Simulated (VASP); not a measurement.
An input for Quantum ESPRESSO's pw.x (written as the equivalent of a VASP run, and not itself run):

```
&CONTROL
  calculation = 'vc-relax'
  pseudo_dir = './pseudo'
  outdir = './out'
  tprnfor = .true.
  tstress = .true.
  nstep = 40
  forc_conv_thr = 0.00039
/
&SYSTEM
  ibrav = 0
  nat = 3
  ntyp = 2
  ecutwfc = 98
  occupations = 'smearing'
  smearing = 'methfessel-paxton'
  degauss = 0.00735
  input_dft = 'pbe'
/
&ELECTRONS
  conv_thr = 7.3e-09
  electron_maxstep = 100
/
&IONS
/
&CELL
  press = 10
/
ATOMIC_SPECIES
  Si 28.085 Si.upf
  Ni 58.693 Ni.upf
CELL_PARAMETERS angstrom
     0.0000000    2.7255744    2.7255744
     2.7255744    0.0000000    2.7255744
     2.7255744    2.7255744    0.0000000
ATOMIC_POSITIONS crystal
  Si   0.2500000  0.2500000  0.2500000
  Si   0.7500000  0.7500000  0.7500000
  Ni   0.0000000  0.0000000  0.0000000
K_POINTS automatic
  10 10 10 0 0 0
```

Question: Write the VASP files for the same calculation (PBE).

Answer: Several could match; the one computed here: 
### POSCAR
```
NiSi2
1.0
  0.0000000000   2.7255743733   2.7255743733
  2.7255743733   0.0000000000   2.7255743733
  2.7255743733   2.7255743733   0.0000000000
Si Ni
2 1
Direct
  0.2500000000   0.2500000000   0.2500000000
  0.7500000000   0.7500000000   0.7500000000
  0.0000000000   0.0000000000   0.0000000000
```

**INCAR**
```
! general
SYSTEM   =  NiSi2
PREC     =  Accurate
ENCUT    =  480
LREAL    =  F
LASPH    =  T

! electronic loop
EDIFF    =  1E-7
NELM     =  100
ALGO     =  Normal
LMAXMIX  =  4

! smearing
ISMEAR   =  1
SIGMA    =  0.1

! functional
GGA      =  PE

! ions
IBRION   =  2
NSW      =  40
ISIF     =  3
EDIFFG   =  -0.01
PSTRESS  =  10

! output
LWAVE    =  F
LCHARG   =  F
```

### KPOINTS
```
Automatic mesh
0
Gamma
10 10 10
0 0 0
```

POTCAR, in this order: Si Ni (PBE.64 set). Program: vasp_std.

The two are equivalent in intent, not identical: the potentials are each code's own (VASP's PAW set, PseudoDojo norm-conserving files in pw.x), so ENCUT and ecutwfc are chosen apart and not converted; conv_thr bounds pw.x's estimated SCF error, while EDIFF bounds the energy change between steps; forc_conv_thr acts on force components and is met together with etot_conv_thr.

The compound is NiSi2 in the fluorite structure. This run relaxes it under an external pressure of 1 GPa. Symmetry was kept, so distortions that lower it aren't found.
